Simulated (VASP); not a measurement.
OSZICAR of a VASP run on WSi₂ (MoSi2 type):

File OSZICAR:
```
       N       E                     dE             d eps       ncg     rms          rms(c)
DAV:   1     0.132556707393E+03    0.13256E+03   -0.11235E+04  4890   0.149E+03
DAV:   2    -0.169573043968E+02   -0.14951E+03   -0.14765E+03  5660   0.363E+02
DAV:   3    -0.210230846180E+02   -0.40658E+01   -0.39601E+01  6508   0.514E+01
DAV:   4    -0.210541487687E+02   -0.31064E-01   -0.31064E-01  5688   0.517E+00
DAV:   5    -0.210545287846E+02   -0.38002E-03   -0.38001E-03  6535   0.576E-01    0.261E+01
DAV:   6    -0.203616012046E+02    0.69293E+00   -0.39798E+00  5835   0.150E+01    0.931E+00
DAV:   7    -0.202843134049E+02    0.77288E-01   -0.25373E-01  5562   0.304E+00    0.457E+00
DAV:   8    -0.202647143285E+02    0.19599E-01   -0.41184E-02  6311   0.182E+00    0.270E-01
DAV:   9    -0.202643611478E+02    0.35318E-03   -0.11476E-03  5786   0.289E-01    0.155E-01
DAV:  10    -0.202643250930E+02    0.36055E-04   -0.28905E-04  6213   0.167E-01    0.391E-02
DAV:  11    -0.202643202896E+02    0.48034E-05   -0.31764E-05  6171   0.466E-02    0.140E-02
DAV:  12    -0.202643201144E+02    0.17523E-06   -0.14736E-06  3992   0.891E-03
   1 F= -.20264320E+02 E0= -.20264348E+02  d E =-.202643E+02
       N       E                     dE             d eps       ncg     rms          rms(c)
DAV:   1    -0.203843114330E+02   -0.11999E+00   -0.28460E+00  5597   0.213E+01    0.450E+00
DAV:   2    -0.202730068658E+02    0.11130E+00   -0.76242E-01  5499   0.707E+00    0.651E-01
DAV:   3    -0.202614681834E+02    0.11539E-01   -0.38652E-02  5422   0.121E+00    0.357E-01
DAV:   4    -0.202585293506E+02    0.29388E-02   -0.64293E-03  5758   0.755E-01    0.265E-01
DAV:   5    -0.202584487104E+02    0.80640E-04   -0.93973E-04  6214   0.298E-01    0.171E-01
DAV:   6    -0.202584114002E+02    0.37310E-04   -0.32200E-04  5688   0.117E-01    0.875E-03
DAV:   7    -0.202584114658E+02   -0.65532E-07   -0.70328E-06  5821   0.221E-02
   2 F= -.20258411E+02 E0= -.20258469E+02  d E =0.590865E-02
       N       E                     dE             d eps       ncg     rms          rms(c)
DAV:   1    -0.203176742824E+02   -0.59263E-01   -0.11579E+00  5583   0.134E+01    0.295E+00
DAV:   2    -0.202724257357E+02    0.45249E-01   -0.26868E-01  5528   0.437E+00    0.414E-01
DAV:   3    -0.202682332444E+02    0.41925E-02   -0.11115E-02  5429   0.716E-01    0.234E-01
DAV:   4    -0.202670257354E+02    0.12075E-02   -0.24156E-03  5807   0.483E-01    0.198E-01
DAV:   5    -0.202669993067E+02    0.26429E-04   -0.27325E-04  6248   0.167E-01    0.992E-02
DAV:   6    -0.202669938752E+02    0.54314E-05   -0.88171E-05  5772   0.599E-02    0.620E-03
DAV:   7    -0.202669936703E+02    0.20494E-06   -0.25946E-06  5072   0.136E-02
   3 F= -.20266994E+02 E0= -.20267029E+02  d E =-.267356E-02
       N       E                     dE             d eps       ncg     rms          rms(c)
DAV:   1    -0.202669988637E+02   -0.49885E-05   -0.14107E-04  5583   0.149E-01    0.336E-02
DAV:   2    -0.202669931191E+02    0.57446E-05   -0.37202E-05  5521   0.505E-02    0.451E-03
DAV:   3    -0.202669925535E+02    0.56555E-06   -0.15513E-06  2964   0.834E-03
   4 F= -.20266993E+02 E0= -.20267028E+02  d E =-.267244E-02
       N       E                     dE             d eps       ncg     rms          rms(c)
DAV:   1    -0.202670498356E+02   -0.56716E-04   -0.14383E-03  5373   0.300E-01    0.343E-02
DAV:   2    -0.202670361205E+02    0.13715E-04   -0.11818E-04  5905   0.882E-02    0.113E-02
DAV:   3    -0.202670348488E+02    0.12716E-05   -0.34873E-06  5576   0.134E-02    0.780E-03
DAV:   4    -0.202670344563E+02    0.39253E-06   -0.14544E-06  3019   0.988E-03
   5 F= -.20267034E+02 E0= -.20267072E+02  d E =-.419028E-04
```

### Question
Which electronic solver shows in the log?

### Answer
It is blocked Davidson (ALGO = Normal, or the opening steps of other solvers). The INCAR had ALGO = Normal.

### Question
Can the final energy be trusted as converged?

### Answer
The calculation finished and met its thresholds. It stopped with EDIFF = 1E-6, NELM = 100, NSW = 60 and EDIFFG = -0.02 after 5 ionic steps (vdW-DF-cx, plane waves, VASP's PBE PAW potentials (set 64)).

The compound is WSi2 in the MoSi2 type structure. This run relaxes it. Symmetry was kept, so distortions that lower it aren't found. The start is the result of an earlier pass.
